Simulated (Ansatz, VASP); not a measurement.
# H74C36S4N4O13F12: VASP beside Ansatz

One calculation is typed for both programs; each brings its own data sets. How far apart do they land? The cell is taken from a series of runs on this material, whose earlier steps may have relaxed, scaled, displaced or heated it; both programs get it as it stands.

Method: plane waves, with VASP 6.6.1 beside it; single point at PBE with D3(BJ), in Ansatz 0.2.0.

### 1. Starting point

The cell holds 143 atoms: 36 C, 4 N, 74 H, 13 O, 4 S and 12 F. Cell: a = 11.389 Å, b = 11.389 Å, c = 11.389 Å, α = 90.0°, β = 90.0°, γ = 90.0°.

### 2. Ansatz: single point, PBE with D3(BJ)

Ansatz runs on its default PAW (the set named soft_2) files.

A single point gives forces, pressure and levels at one fixed geometry, so differences don't come from the geometry; what else differs is listed under the comparison.

Input file input.yaml:

```yaml
crystal:
  lattice:
    - [11.38923, 0.0, 0.0]
    - [0.0, 11.38923, 0.0]
    - [0.0, 0.0, 11.38923]
  atoms:
    - { symbol: C, position: [0.70643, 0.72804, 0.92563] }
    - { symbol: C, position: [0.65372, 0.80658, 0.83019] }
    - { symbol: C, position: [0.66744, 0.93471, 0.86468] }
    - { symbol: "N", position: [0.62652, 0.02403, 0.77392] }
    - { symbol: C, position: [0.71343, 0.03428, 0.67614] }
    - { symbol: C, position: [0.61067, 0.14111, 0.83547] }
    - { symbol: C, position: [0.49087, 0.13336, 0.89597] }
    - { symbol: C, position: [0.42461, 0.03279, 0.83229] }
    - { symbol: C, position: [0.50365, 0.99955, 0.72969] }
    - { symbol: H, position: [0.80223, 0.73806, 0.93037] }
    - { symbol: H, position: [0.68696, 0.63576, 0.90663] }
    - { symbol: H, position: [0.66965, 0.74995, 0.01217] }
    - { symbol: H, position: [0.6959, 0.78748, 0.74552] }
    - { symbol: H, position: [0.56024, 0.78444, 0.82062] }
    - { symbol: H, position: [0.75941, 0.95771, 0.88162] }
    - { symbol: H, position: [0.61874, 0.95261, 0.94584] }
    - { symbol: H, position: [0.79724, 0.06308, 0.71312] }
    - { symbol: H, position: [0.68132, 0.09961, 0.61328] }
    - { symbol: H, position: [0.72371, 0.94909, 0.63325] }
    - { symbol: H, position: [0.61134, 0.20816, 0.76673] }
    - { symbol: H, position: [0.68651, 0.15481, 0.89281] }
    - { symbol: H, position: [0.49831, 0.11432, 0.98998] }
    - { symbol: H, position: [0.44572, 0.21791, 0.88753] }
    - { symbol: H, position: [0.33727, 0.05801, 0.80085] }
    - { symbol: H, position: [0.41225, 0.95763, 0.89129] }
    - { symbol: H, position: [0.49105, 0.05767, 0.65399] }
    - { symbol: H, position: [0.49671, 0.90873, 0.6995] }
    - { symbol: C, position: [0.84987, 0.67558, 0.4482] }
    - { symbol: C, position: [0.76213, 0.61667, 0.3656] }
    - { symbol: C, position: [0.79634, 0.48944, 0.34488] }
    - { symbol: "N", position: [0.72233, 0.42681, 0.2545] }
    - { symbol: C, position: [0.5967, 0.41885, 0.29319] }
    - { symbol: C, position: [0.73156, 0.48384, 0.13445] }
    - { symbol: C, position: [0.70443, 0.38684, 0.046] }
    - { symbol: C, position: [0.72677, 0.27002, 0.11158] }
    - { symbol: C, position: [0.77018, 0.30407, 0.23356] }
    - { symbol: H, position: [0.84295, 0.63941, 0.53702] }
    - { symbol: H, position: [0.94077, 0.66314, 0.41813] }
    - { symbol: H, position: [0.83327, 0.77031, 0.45392] }
    - { symbol: H, position: [0.67421, 0.62214, 0.40418] }
    - { symbol: H, position: [0.75986, 0.66373, 0.28145] }
    - { symbol: H, position: [0.78861, 0.43782, 0.42559] }
    - { symbol: H, position: [0.88695, 0.48386, 0.31226] }
    - { symbol: H, position: [0.55796, 0.50686, 0.29418] }
    - { symbol: H, position: [0.54857, 0.36308, 0.23152] }
    - { symbol: H, position: [0.59469, 0.38002, 0.38115] }
    - { symbol: H, position: [0.82243, 0.51467, 0.12635] }
    - { symbol: H, position: [0.67119, 0.55867, 0.13105] }
    - { symbol: H, position: [0.61368, 0.39273, 0.01423] }
    - { symbol: H, position: [0.76188, 0.39643, 0.96973] }
    - { symbol: H, position: [0.79255, 0.2155, 0.06755] }
    - { symbol: H, position: [0.6463, 0.21789, 0.11824] }
    - { symbol: H, position: [0.73849, 0.24633, 0.30362] }
    - { symbol: H, position: [0.86607, 0.31115, 0.23679] }
    - { symbol: C, position: [0.35881, 0.7461, 0.0593] }
    - { symbol: C, position: [0.26245, 0.77378, 0.14854] }
    - { symbol: C, position: [0.19301, 0.88089, 0.11008] }
    - { symbol: "N", position: [0.11272, 0.93372, 0.20336] }
    - { symbol: C, position: [0.18242, 0.998, 0.29367] }
    - { symbol: C, position: [0.03301, 0.84362, 0.25991] }
    - { symbol: C, position: [0.93977, 0.81818, 0.16731] }
    - { symbol: C, position: [0.93201, 0.93149, 0.09269] }
    - { symbol: C, position: [0.0253, 0.01382, 0.14264] }
    - { symbol: H, position: [0.32238, 0.72964, 0.97141] }
    - { symbol: H, position: [0.40713, 0.66678, 0.08582] }
    - { symbol: H, position: [0.42185, 0.81883, 0.05391] }
    - { symbol: H, position: [0.3031, 0.78879, 0.23468] }
    - { symbol: H, position: [0.20413, 0.69739, 0.15777] }
    - { symbol: H, position: [0.13736, 0.85963, 0.0345] }
    - { symbol: H, position: [0.25207, 0.95267, 0.08517] }
    - { symbol: H, position: [0.12112, 0.03922, 0.35513] }
    - { symbol: H, position: [0.23771, 0.93595, 0.34155] }
    - { symbol: H, position: [0.23773, 0.06296, 0.24976] }
    - { symbol: H, position: [0.08496, 0.76776, 0.28847] }
    - { symbol: H, position: [0.99635, 0.88688, 0.3378] }
    - { symbol: H, position: [0.85574, 0.79866, 0.20957] }
    - { symbol: H, position: [0.96433, 0.74155, 0.11417] }
    - { symbol: H, position: [0.8454, 0.97234, 0.09945] }
    - { symbol: H, position: [0.94835, 0.9139, 0.99957] }
    - { symbol: H, position: [0.07101, 0.06771, 0.07756] }
    - { symbol: H, position: [0.99033, 0.07209, 0.21067] }
    - { symbol: C, position: [0.36313, 0.69079, 0.60919] }
    - { symbol: C, position: [0.26872, 0.59527, 0.61659] }
    - { symbol: C, position: [0.32679, 0.47527, 0.61822] }
    - { symbol: "N", position: [0.2441, 0.37044, 0.61482] }
    - { symbol: C, position: [0.15609, 0.37645, 0.71182] }
    - { symbol: C, position: [0.1849, 0.357, 0.4961] }
    - { symbol: C, position: [0.27912, 0.30537, 0.41706] }
    - { symbol: C, position: [0.35435, 0.22712, 0.49842] }
    - { symbol: C, position: [0.31732, 0.25884, 0.62385] }
    - { symbol: H, position: [0.42484, 0.68406, 0.68326] }
    - { symbol: H, position: [0.3224, 0.7781, 0.6098] }
    - { symbol: H, position: [0.41442, 0.68187, 0.52776] }
    - { symbol: H, position: [0.20927, 0.60382, 0.54066] }
    - { symbol: H, position: [0.21598, 0.60829, 0.69635] }
    - { symbol: H, position: [0.38621, 0.46542, 0.54293] }
    - { symbol: H, position: [0.37939, 0.46435, 0.69825] }
    - { symbol: H, position: [0.20249, 0.38571, 0.79528] }
    - { symbol: H, position: [0.09875, 0.45217, 0.69829] }
    - { symbol: H, position: [0.10487, 0.29513, 0.71135] }
    - { symbol: H, position: [0.11169, 0.29574, 0.5096] }
    - { symbol: H, position: [0.15032, 0.44231, 0.46724] }
    - { symbol: H, position: [0.23842, 0.25769, 0.34421] }
    - { symbol: H, position: [0.33168, 0.37612, 0.37763] }
    - { symbol: H, position: [0.44835, 0.24165, 0.48427] }
    - { symbol: H, position: [0.33669, 0.13382, 0.48347] }
    - { symbol: H, position: [0.39047, 0.27688, 0.68381] }
    - { symbol: H, position: [0.25975, 0.19198, 0.66187] }
    - { symbol: O, position: [0.6318, 0.3287, 0.58509] }
    - { symbol: S, position: [0.64502, 0.43152, 0.66234] }
    - { symbol: O, position: [0.63603, 0.54528, 0.60383] }
    - { symbol: O, position: [0.58304, 0.42175, 0.77477] }
    - { symbol: C, position: [0.80383, 0.4227, 0.70611] }
    - { symbol: F, position: [0.82553, 0.32332, 0.76641] }
    - { symbol: F, position: [0.83543, 0.51491, 0.77375] }
    - { symbol: F, position: [0.87556, 0.42247, 0.61055] }
    - { symbol: O, position: [0.0105, 0.35557, 0.98949] }
    - { symbol: S, position: [0.06494, 0.38991, 0.10163] }
    - { symbol: O, position: [0.03204, 0.50702, 0.14376] }
    - { symbol: O, position: [0.06763, 0.29778, 0.19155] }
    - { symbol: C, position: [0.22357, 0.40599, 0.06054] }
    - { symbol: F, position: [0.26557, 0.3034, 0.01664] }
    - { symbol: F, position: [0.29013, 0.43578, 0.15407] }
    - { symbol: F, position: [0.23782, 0.48956, 0.97713] }
    - { symbol: O, position: [0.08864, 0.08575, 0.72245] }
    - { symbol: S, position: [0.09171, 0.9972, 0.62776] }
    - { symbol: O, position: [0.99893, 0.00822, 0.53961] }
    - { symbol: O, position: [0.20974, 0.97287, 0.58321] }
    - { symbol: C, position: [0.05171, 0.85888, 0.70769] }
    - { symbol: F, position: [0.13056, 0.8344, 0.79332] }
    - { symbol: F, position: [0.04782, 0.76668, 0.63355] }
    - { symbol: F, position: [0.94459, 0.86877, 0.75903] }
    - { symbol: O, position: [0.43997, 0.01428, 0.182] }
    - { symbol: S, position: [0.55396, 0.0172, 0.24188] }
    - { symbol: O, position: [0.65333, 0.97872, 0.1696] }
    - { symbol: O, position: [0.57456, 0.12089, 0.31498] }
    - { symbol: C, position: [0.54171, 0.89785, 0.3544] }
    - { symbol: F, position: [0.64078, 0.89112, 0.42012] }
    - { symbol: F, position: [0.52444, 0.79154, 0.30413] }
    - { symbol: F, position: [0.45102, 0.91822, 0.42867] }
    - { symbol: O, position: [0.92601, 0.13346, 0.90563] }
    - { symbol: H, position: [0.95405, 0.20999, 0.93361] }
    - { symbol: H, position: [0.97932, 0.11483, 0.84063] }
kpoints:
  mp_grid: { grid: [1, 1, 1] }
hamiltonian:
  xc: pbe
  dispersion: d3bj
scf:
  occupations: { method: gaussian, width: 0.025 }
output:
  forces: true
  stress: true
  populations: true
  dos:
    method: { smearing: { sigma: 0.1 } }
    de: 0.1
    projected: { site_lists: { C: [C], F: [F], H: [H], "N": ["N"], O: [O] } }
  eigenvalues: true
```

Started as:

```
$ ansatz run input.yaml --threads 4 --pin off --max-ram 8192MiB --backend cpu --events-out ev --progress --plain --runs-dir out
```

Numbers of over 12 decimals in the logs are rounded to 6 here.

Output:

```text
Engine: ansatz 0.2.0, x86_64-unknown-linux-gnu
Pseudopotentials: kind: paw
Pseudopotential: C, paw, valence charge 4, recommended cutoff 420 eV (normal), C.paw.azcp
Pseudopotential: N, paw, valence charge 5, recommended cutoff 420 eV (normal), N.paw.azcp
Pseudopotential: H, paw, valence charge 1, recommended cutoff 420 eV (normal), H.paw.azcp
Pseudopotential: O, paw, valence charge 6, recommended cutoff 420 eV (normal), O.paw.azcp
Pseudopotential: S, paw, valence charge 6, recommended cutoff 420 eV (normal), S.paw.azcp
Pseudopotential: F, paw, valence charge 7, recommended cutoff 420 eV (normal), F.paw.azcp
Functional definition: PBE
  parameter kappa = 0.804
  parameter beta = 0.066725
  exchange = pbe_x(kappa = kappa, mu = beta*pi^2/3)
  correlation = pbe_c(beta = beta)
Crystal: 143 atoms, lattice volume = 1477.349 Å³
Basis set: ecut = 420 eV, 28887 PW (Γ), exchange–correlation on 160×160×160 points (8 copies of the dense FFT grid, shifted against one another)
Bands: 355, of which v1, the nominal top of the filled ones, is band 212 counted from 1 (211 counted from 0)
Symmetry: 1 space group operations
Space group: P1 (ITA 1), of the structure as read, at distance tolerance 1.1e-4 Å
k-points: 1
Non-local potential: C, projectors of the file, l = 0: 2, l = 1: 2, l = 2: 1
Non-local potential: N, projectors of the file, l = 0: 2, l = 1: 2, l = 2: 1
Non-local potential: H, projectors of the file, l = 0: 2, l = 1: 1
Non-local potential: O, projectors of the file, l = 0: 2, l = 1: 2, l = 2: 1
Non-local potential: S, projectors of the file, l = 0: 2, l = 1: 2, l = 2: 2
Non-local potential: F, projectors of the file, l = 0: 2, l = 1: 2, l = 2: 1
PAW form: soft (Blöchl's): semilocal exchange-correlation on the pseudo side does not see the compensation charge
PAW one-centre angular grid: C, 110 points (default); XC on 64 Gauss nodes
PAW one-centre angular grid: N, 110 points (default); XC on 64 Gauss nodes
PAW one-centre angular grid: H, 110 points (default); XC on 64 Gauss nodes
PAW one-centre angular grid: O, 110 points (default); XC on 64 Gauss nodes
PAW one-centre angular grid: S, 110 points (default); XC on 64 Gauss nodes
PAW one-centre angular grid: F, 110 points (default); XC on 64 Gauss nodes
Initial density: superposition of atomic densities (neutral atoms: chi_scale 0, normalization atom), corrected by the library's trained network
Initial wavefunctions: pseudopotential atomic-orbital guess
Functional: x = pbe(κ = 0.804, μ = 0.219515), c = pbe(β = 0.066725)
SCF iter   1: F=—  HF=-32439.544826 eV  |F-HF|=—  |Δ(HF+E_count)|=         —  Δρ=4.61e-3  dr2=3.83e-1  ethr=1.77e-3  ⟨swp⟩=6.0  Hψ=1499  notcnv=0  defer=126
preconditioner: auto → Resta (q_TF=auto, 2.216 Å⁻¹)  ε∞=2.5  [insulator: Δε(μ)=5.015 eV  Ē_g=15.959 eV  σ=0.025 eV  W_gap=1.00  n_scr=256 (ndim 8)  ℏωp=19.3 eV  f_vac=0.246  D(μ)=0.00/eV (n_scr^D=0)  ε∞_Penn≈2.5]
SCF iter   2: F=—  HF=-32439.450304 eV  |F-HF|=—  |Δ(HF+E_count)|=   9.45e-2  Δρ=2.21e-3  dr2=7.65e-2  ethr=9.02e-5  ⟨swp⟩=3.0  Hψ=630  notcnv=0  defer=134
SCF iter   3: F=—  HF=-32439.455335 eV  |F-HF|=—  |Δ(HF+E_count)|=   5.03e-3  Δρ=1.14e-3  dr2=2.27e-2  ethr=1.80e-5  ⟨swp⟩=3.0  Hψ=431  notcnv=0  defer=134
SCF iter   4: F=—  HF=-32439.452767 eV  |F-HF|=—  |Δ(HF+E_count)|=   2.57e-3  Δρ=4.11e-4  dr2=3.06e-3  ethr=5.36e-6  ⟨swp⟩=2.0  Hψ=430  notcnv=0  defer=134
SCF iter   5: F=—  HF=-32439.452360 eV  |F-HF|=—  |Δ(HF+E_count)|=   4.07e-4  Δρ=1.91e-4  dr2=5.53e-4  ethr=7.22e-7  ⟨swp⟩=2.0  Hψ=425  notcnv=0  defer=134
SCF iter   6: F=—  HF=-32439.452273 eV  |F-HF|=—  |Δ(HF+E_count)|=   8.64e-5  Δρ=9.58e-5  dr2=1.32e-4  ethr=1.30e-7  ⟨swp⟩=2.0  Hψ=430  notcnv=0  defer=134
SCF iter   7: F=—  HF=-32439.452264 eV  |F-HF|=—  |Δ(HF+E_count)|=   9.56e-6  Δρ=2.40e-5  dr2=8.86e-6  ethr=3.11e-8  ⟨swp⟩=2.0  Hψ=421  notcnv=0  defer=134
SCF iter   8: F=—  HF=-32439.452323 eV  |F-HF|=—  |Δ(HF+E_count)|=   5.87e-5  Δρ=1.35e-5  dr2=2.09e-6  ethr=2.09e-9  ⟨swp⟩=2.0  Hψ=566  notcnv=0  defer=134
SCF iter   9: F=—  HF=-32439.452322 eV  |F-HF|=—  |Δ(HF+E_count)|=   3.22e-7  Δρ=3.74e-6  dr2=2.02e-7  ethr=4.92e-10  ⟨swp⟩=2.0  Hψ=432  notcnv=0  defer=134
SCF iter  10: F=-32439.452322 eV  HF=-32439.452322 eV  |F-HF|=1.77e-8  |Δ(HF+E_count)|=   1.19e-9  Δρ=1.48e-6  dr2=3.31e-8  ethr=2.36e-11  ⟨swp⟩=14.0  Hψ=2334  notcnv=0
SCF 1 converged in 10 iterations: F = -32439.452322 eV  dr2 = 3.31e-8
  greatest PAW one-centre occupation: 0.934 electrons in one spin orbital (limit 2), on the F atom at site 113 (counted from 0), in its partial waves of l = 0
SCF converged after 10 iterations
Free energy (F): -32439.452322 eV
Harris-Foulkes:  -32439.452322 eV  (|F-HF|=1.77e-8)
Internal energy: -32439.452322 eV  (E = F + TS)
E sigma→0 (E₀):  -32439.452322 eV
Fermi energy:    2.114998 eV
--- Per-component energies (eV) ---
  E_band       = -3547.564024
  E_kinetic    = 10054.785491
[...]
atom 111  O     -0.05343115     0.02208817    -0.02448414
  atom 112  O     -0.05487020     0.02687252    -0.00217432
  atom 113  C     -0.01653938    -0.04399624     0.04949086
  atom 114  F     -0.00154746     0.03836316    -0.01975227
  atom 115  F      0.00996863     0.00211691    -0.01033592
  atom 116  F      0.01608695     0.01259196    -0.01519830
  atom 117  O      0.06819276     0.09870213     0.19503364
  atom 118  S     -0.03993651    -0.13902658    -0.13125901
  atom 119  O      0.04585806    -0.00488099     0.02217385
  atom 120  O     -0.00397724     0.09735859    -0.02434656
  atom 121  C     -0.13008052    -0.16832877    -0.08735363
  atom 122  F      0.02289586     0.15535858     0.06266988
  atom 123  F      0.08024563     0.04554647    -0.00878545
  atom 124  F      0.07355509     0.00967690     0.03503063
  atom 125  O      0.02430215    -0.02499394    -0.12589369
  atom 126  S     -0.07633100    -0.03617835     0.08304953
  atom 127  O      0.09805190     0.03097216     0.02989717
  atom 128  O     -0.01242127     0.02561897    -0.01857181
  atom 129  C     -0.08851216     0.10692613     0.00028059
  atom 130  F     -0.00726312    -0.04931471     0.01044261
  atom 131  F      0.00953058    -0.04134060     0.02253634
  atom 132  F      0.08732446    -0.04394190    -0.00865206
  atom 133  O      0.00457859    -0.00676772    -0.01138412
  atom 134  S      0.05921636     0.00234621     0.01795984
  atom 135  O     -0.05300269     0.00726206     0.01696104
  atom 136  O     -0.02916216    -0.01787467    -0.04799012
  atom 137  C      0.08824589     0.16968926     0.08297482
  atom 138  F     -0.07045731    -0.03861193    -0.04679294
  atom 139  F     -0.04148762    -0.10933089    -0.00787797
  atom 140  F     -0.00379455    -0.06377141    -0.01792814
  atom 141  O      0.03234278    -0.00851305     0.00659466
  atom 142  H     -0.01497475    -0.02393916    -0.02258652
  atom 143  H     -0.02231936     0.02334763     0.01483968
  max |Σ_I F_I| component: 9.63e-5 eV/Å
--- Stress (GPa, compression-positive) ---
       -0.351001       0.012380      -0.038151
        0.012380      -0.207065      -0.145973
       -0.038151      -0.145973      -0.327084
  P = ⅓ Tr σ = -0.2951 GPa (-2.951 kbar)
--- Band table (eV) ---
  k-point 0: bands = [... 208 lower, -0.6388, -0.5707, -0.4590, -0.3115, 4.5415, 5.0916, 5.1670, 5.3642, ... 139 higher]
--- Löwdin populations: 143 sites ---
  site symbol       q [e]
     0      C      4.4489
     1      C      4.2635
     2      C      4.1798
     3      N      4.8748
     4      C      4.3509
     5      C      4.1754
     6      C      4.2939
     7      C      4.2814
     8      C      4.1696
     9      H      0.8132
    10      H      0.7951
    11      H      0.8173
    12      H      0.8077
    13      H      0.8259
    14      H      0.7925
    15      H      0.7952
    16      H      0.7734
    17      H      0.7698
    18      H      0.7847
    19      H      0.7928
    20      H      0.7863
    21      H      0.7987
    22      H      0.7984
    23      H      0.7879
[...]
135      O      6.7794
   136      C      3.3643
   137      F      7.2300
   138      F      7.2328
   139      F      7.2273
   140      O      6.7505
   141      H      0.6125
   142      H      0.6138
  spilling = 0.014131 (of n_electrons = 424.000000)
```

Reading the cycles: dr2 is the Hartree energy of the density residual (eV), the measure of convergence; HF is the Harris–Foulkes estimate of the energy, which meets the free energy F at convergence.

(Continued in part 2 of 2.)

[Lines on the potential files, build, host, timing and source positions are cut from VASP's logs without a mark.]

[Logs are printed without paths, hosts, clocks, repeated set-up lines and the standing remarks that a program may print on its own settings, such as how far it seeks lower states.]

[Hosts, paths, dates, database ids (printed as entryN), source tags and the programs' standing remarks are cut or masked in the printed files.]
